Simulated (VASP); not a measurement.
Energy against volume of CsPbCl$_{3}$ (cubic perovskite). Level of theory: PBE GGA with D3 dispersion (Becke-Johnson damping), VASP's PBE PAW potentials (set 64) (plane waves; VASP).

```tsv
V (Å³/atom)	E (eV/atom)
34.175	-3.68685
35.266	-3.69636
36.357	-3.69989
37.447	-3.69836
38.538	-3.69255
```

Task: Fit a third-order Birch-Murnaghan equation of state.

Result: 
volume per atom: 36.54 Å³/atom
bulk modulus: 24.1 GPa
pressure derivative of the bulk modulus: 4.65
lattice constant a: 5.675 Å

The compound is CsPbCl3 in the cubic perovskite structure, the ideal cubic form; the compound distorts at low or room temperature. It was relaxed first.
